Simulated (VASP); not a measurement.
# Quasiparticle energies of InP in VASP, part 3 of 4

How does the gap of InP change from the starting functional to GW? The cell is of the zinc-blende type, one of the forms listed for this formula, which need not be the common one. The start is a cell from a database of measured crystal structures.

VASP 6.6.1, plane waves and PAW; the level of theory is named at each step.

So far, quasiparticle gap on the mesh (eV): step 4 (G0W0, ENCUTGW 100, bands in the sums 120) 1.24; step 6 (G0W0, ENCUTGW 140, bands in the sums 192) 1.26.

The database entry behind the starting cell differs from later determinations by our own check (0.1 to 0.3 % short, probably kX units), so it need not match the best structure at ambient conditions.

## Step 8: G0W0, ENCUTGW 180, bands in the sums 280

This step: G0W0 on PBE; plane waves and PAW (In_d_GW, P_GW) (VASP 6.6.1).

ENCUTGW rises to 180 eV and the bands with it, to about the number of plane waves under that cutoff.

INCAR reads:

```
SYSTEM = InP
PREC = Accurate
ENCUT = 330
ISMEAR = 0
SIGMA = 0.01
LREAL = .FALSE.
GGA = PE
NBANDS = 280
ALGO = EVGW0
NELMGW = 1
ENCUTGW = 180
NOMEGA = 48
PRECFOCK = Fast
NBANDSGW = 24
LWAVE = .FALSE.
LCHARG = .FALSE.
```

POSCAR reads:

```
InP
1.0
    0.0000000000      2.9305000000      2.9305000000
    2.9305000000      0.0000000000      2.9305000000
    2.9305000000      2.9305000000      0.0000000000
In P
1 1
Direct
    0.0000000000      0.0000000000      0.0000000000
    0.2500000000      0.2500000000      0.2500000000
```

KPOINTS reads:

```
Automatic mesh
0
Gamma
6 6 6
0 0 0
```

PAW data sets: In_d_GW and P_GW (PBE family, release 64).

The run is started by

```bash
$ mpirun -np 8 vasp_std
```

Log:

```text
[banner, memory and clock lines left out]
running    8 mpi-ranks, on    1 nodes
[...]
[... a notice as in an earlier step ...]

|                                                                             |
|           W    W    AA    RRRRR   N    N  II  N    N   GGGG   !!!           |
|           W    W   A  A   R    R  NN   N  II  NN   N  G    G  !!!           |
|           W    W  A    A  R    R  N N  N  II  N N  N  G       !!!           |
|           W WW W  AAAAAA  RRRRR   N  N N  II  N  N N  G  GGG   !            |
|           WW  WW  A    A  R   R   N   NN  II  N   NN  G    G                |
|           W    W  A    A  R    R  N    N  II  N    N   GGGG   !!!           |
|                                                                             |
|     The default for ENCUTGWSOFT is different in this version of VASP.       |
|     please manually set ENCUTGWSOFT =180 in the INCAR file.                 |
|                                                                             |

[...]
total number of BLAS operations      17352.94 Gflops
NQ=  12   -0.3333    0.3333    0.0000,
|.........|.........|.........|.........|.........|.........|.........|.........
 performed      31024000 updates of chi_q(r,r)
 total number of BLAS operations      19024.06 Gflops
NQ=  13    0.5000    0.5000    0.0000,
|.........|.........|.........|.........|.........|.........|.........|.........
 performed      32695000 updates of chi_q(r,r)
 total number of BLAS operations      20118.09 Gflops
NQ=  14    0.5000    0.3333    0.1667,
|.........|.........|.........|.........|.........|.........|.........|.........
 performed      36436000 updates of chi_q(r,r)
 total number of BLAS operations      22365.35 Gflops
NQ=  15   -0.3333    0.3333    0.1667,
|.........|.........|.........|.........|.........|.........|.........|.........
 performed      39962000 updates of chi_q(r,r)
 total number of BLAS operations      24483.46 Gflops
NQ=  16   -0.3333    0.5000    0.1667,
|.........|.........|.........|.........|.........|.........|.........|.........
 performed      42883000 updates of chi_q(r,r)
 total number of BLAS operations      26137.35 Gflops
 resolving degeneracies of screened two electron integrals

 calculate QP shifts <psi_nk| G(iteration)W_0 |psi_nk>: iteration 1
 entering main loop
[key lines of the parts left out:]
E-fermi :   4.2727
```

It took 5.4 min on 8 MPI ranks of Intel Xeon Platinum 8488C (Sapphire Rapids), shared host; peak memory 3.2 GiB; 43 min of CPU time.

OUTCAR, selected parts (step 8):

```text
 QP shifts <psi_nk| G(iteration)W_0 |psi_nk>: iteration 1
 for sc-GW calculations column KS-energies equals QP-energies in previous step
 and V_xc(KS)=  KS-energies - (<T + V_ion + V_H > + <T+V_H+V_ion>^1  + <V_x>^1)
 k-point   1 :       0.0000    0.0000    0.0000
  band No.  KS-energies  QP-energies   sigma(KS)   V_xc(KS)     V^pw_x(r,r')   Z            occupation Imag(sigma)
    ...
      6      -7.6009      -8.0941     -12.1112     -11.3054     -18.2820       0.6120       2.0000       0.6306
      7       3.9218       3.3058     -13.0777     -12.2471     -13.8370       0.7416       2.0000      -0.1646
      8       3.9218       3.3058     -13.0777     -12.2471     -13.8370       0.7416       2.0000      -0.1646
      9       3.9218       3.3058     -13.0777     -12.2471     -13.8370       0.7416       2.0000      -0.1646
     10       4.6237       4.5721     -10.9933     -10.9262      -7.1890       0.7685       0.0000      -0.2308
     11       8.0044       8.0337      -9.9712     -10.0099      -5.5580       0.7601       0.0000      -0.2304
     12       8.0044       8.0337      -9.9712     -10.0099      -5.5580       0.7601       0.0000      -0.2304
     13       8.0044       8.0337      -9.9712     -10.0099      -5.5580       0.7601       0.0000      -0.2304
    ...

[... 1 part as in an earlier step ...]

[... 2 further parts left out ...]
[key lines of the parts left out:]
E-fermi :   4.2727
```

The gap is now 1.266 eV, +7 meV against the GW run before. Spin-orbit coupling is left out.

## Step 9: Empty bands

This step: PBE; plane waves and PAW (In_d_GW, P_GW) (VASP 6.6.1).

The empty bands are made again, for the run that follows.

INCAR reads:

```
SYSTEM = InP
PREC = Accurate
ENCUT = 330
ISMEAR = 0
SIGMA = 0.01
LREAL = .FALSE.
GGA = PE
NBANDS = 376
ALGO = Exact
NELM = 1
LWAVE = .TRUE.
LCHARG = .FALSE.
LOPTICS = .TRUE.
NEDOS = 1000
CSHIFT = 0.1
```

POSCAR is that of step 8.

KPOINTS is that of step 8.

The run is started by

```bash
$ mpirun -np 8 vasp_std
```

Log:

```text
[banner, memory and clock lines left out]
running    8 mpi-ranks, on    1 nodes
[...]
[... a notice as in an earlier step ...]

 LDA part: xc-table for (Slater+PW92), standard interpolation
 found WAVECAR, reading the header
  number of bands has changed, file:    15 present:   376
  trying to continue reading WAVECAR, but it might fail
 POSCAR, INCAR and KPOINTS ok, starting setup
[...]
reading WAVECAR
 random initialization beyond band           15
 the WAVECAR file was read successfully
 initial charge from wavefunction
 entering main loop
       N       E                     dE             d eps       ncg     rms          rms(c)
[... 1 cycle as in an earlier step ...]
   1 F= -.83417051E+01 E0= -.83417051E+01  d E =-.666259E-62
 writing wavefunctions
 optical routines
 imaginary and real dielectric function
 recalculating local potential from charge density
 direction            1
 direction            2
 direction            3
```

The job ended after 6.6 s (8 MPI ranks; peak memory 1.1 GiB).

Parts of OUTCAR (step 9):

```text
  Total        0.8145212      0.8145212      0.8145212      0.0000000     -0.0000000     -0.0000000
  in kB       25.9273300     25.9273300     25.9273300      0.0000000     -0.0000000     -0.0000000
  external PRESSURE =      25.9273300 kB  Pullay stress =       0.0000000 kB

[... 4 parts as in an earlier step ...]

[... 2 further parts left out ...]
[key lines of the parts left out:]
E-fermi :   4.0374
```

WAVECAR now holds 376 bands for 18 electrons.

## Step 10: G0W0, ENCUTGW 220, bands in the sums 376

This step: G0W0 on PBE; plane waves and PAW (In_d_GW, P_GW) (VASP 6.6.1).

ENCUTGW rises to 220 eV and the bands with it, to about the number of plane waves under that cutoff.

INCAR reads:

```
SYSTEM = InP
PREC = Accurate
ENCUT = 330
ISMEAR = 0
SIGMA = 0.01
LREAL = .FALSE.
GGA = PE
NBANDS = 376
ALGO = EVGW0
NELMGW = 1
ENCUTGW = 220
NOMEGA = 48
PRECFOCK = Fast
NBANDSGW = 24
LWAVE = .FALSE.
LCHARG = .FALSE.
```

POSCAR is that of step 9.

KPOINTS is that of step 9.

The run is started by

```bash
$ mpirun -np 8 vasp_std
```

Log:

```text
[banner, memory and clock lines left out]
running    8 mpi-ranks, on    1 nodes
[...]
[... a notice as in an earlier step ...]

|                                                                             |
|           W    W    AA    RRRRR   N    N  II  N    N   GGGG   !!!           |
|           W    W   A  A   R    R  NN   N  II  NN   N  G    G  !!!           |
|           W    W  A    A  R    R  N N  N  II  N N  N  G       !!!           |
|           W WW W  AAAAAA  RRRRR   N  N N  II  N  N N  G  GGG   !            |
|           WW  WW  A    A  R   R   N   NN  II  N   NN  G    G                |
|           W    W  A    A  R    R  N    N  II  N    N   GGGG   !!!           |
|                                                                             |
|     The default for ENCUTGWSOFT is different in this version of VASP.       |
|     please manually set ENCUTGWSOFT =220 in the INCAR file.                 |
|                                                                             |

[...]
total number of BLAS operations      41039.62 Gflops
NQ=  12   -0.3333    0.3333    0.0000,
|.........|.........|.........|.........|.........|.........|.........|.........
 performed      41806000 updates of chi_q(r,r)
 total number of BLAS operations      45636.87 Gflops
NQ=  13    0.5000    0.5000    0.0000,
|.........|.........|.........|.........|.........|.........|.........|.........
 performed      44063000 updates of chi_q(r,r)
 total number of BLAS operations      48355.22 Gflops
NQ=  14    0.5000    0.3333    0.1667,
|.........|.........|.........|.........|.........|.........|.........|.........
 performed      49099000 updates of chi_q(r,r)
 total number of BLAS operations      54051.54 Gflops
NQ=  15   -0.3333    0.3333    0.1667,
|.........|.........|.........|.........|.........|.........|.........|.........
 performed      53846000 updates of chi_q(r,r)
 total number of BLAS operations      59251.25 Gflops
NQ=  16   -0.3333    0.5000    0.1667,
|.........|.........|.........|.........|.........|.........|.........|.........
 performed      57781000 updates of chi_q(r,r)
 total number of BLAS operations      63655.18 Gflops
 resolving degeneracies of screened two electron integrals

 calculate QP shifts <psi_nk| G(iteration)W_0 |psi_nk>: iteration 1
 entering main loop
[key lines of the parts left out:]
E-fermi :   4.2727
```

Wall time 8.6 min (8 MPI ranks); peak memory 4.2 GiB.

OUTCAR, selected parts (step 10):

```text
 QP shifts <psi_nk| G(iteration)W_0 |psi_nk>: iteration 1
 for sc-GW calculations column KS-energies equals QP-energies in previous step
 and V_xc(KS)=  KS-energies - (<T + V_ion + V_H > + <T+V_H+V_ion>^1  + <V_x>^1)
 k-point   1 :       0.0000    0.0000    0.0000
  band No.  KS-energies  QP-energies   sigma(KS)   V_xc(KS)     V^pw_x(r,r')   Z            occupation Imag(sigma)
    ...
      6      -7.6009      -8.1328     -12.1732     -11.3054     -18.2820       0.6129       2.0000       0.6294
      7       3.9218       3.2494     -13.1539     -12.2471     -13.8370       0.7415       2.0000      -0.1523
      8       3.9218       3.2494     -13.1539     -12.2471     -13.8370       0.7415       2.0000      -0.1523
      9       3.9218       3.2494     -13.1539     -12.2471     -13.8370       0.7415       2.0000      -0.1523
     10       4.6237       4.5153     -11.0673     -10.9262      -7.1890       0.7684       0.0000      -0.2256
     11       8.0044       7.9979     -10.0184     -10.0099      -5.5580       0.7603       0.0000      -0.2132
     12       8.0044       7.9979     -10.0184     -10.0099      -5.5580       0.7603       0.0000      -0.2132
     13       8.0044       7.9979     -10.0184     -10.0099      -5.5580       0.7603       0.0000      -0.2132
    ...

[... 1 part as in an earlier step ...]

[... 2 further parts left out ...]
[key lines of the parts left out:]
E-fermi :   4.2727
```

The gap is now 1.266 eV, +0 meV against the GW run before. Spin-orbit coupling is left out.

(Part 3 of 4 ends here.)

[Lines on the potential files, build, host, timing and source positions are cut from VASP's logs without a mark.]

[Logs are printed without paths, hosts, clocks, repeated set-up lines and the standing remarks that a program may print on its own settings, such as how far it seeks lower states.]

[Hosts, paths, dates, database ids (printed as entryN), source tags and the programs' standing remarks are cut or masked in the printed files.]

[Pressures printed for these runs are not shown converged in the cutoff: they can be off by several GPa and have the wrong sign.]

[In band tables of VASP the shares of atoms and orbitals are scaled to a sum of 1 inside the atoms' spheres.]
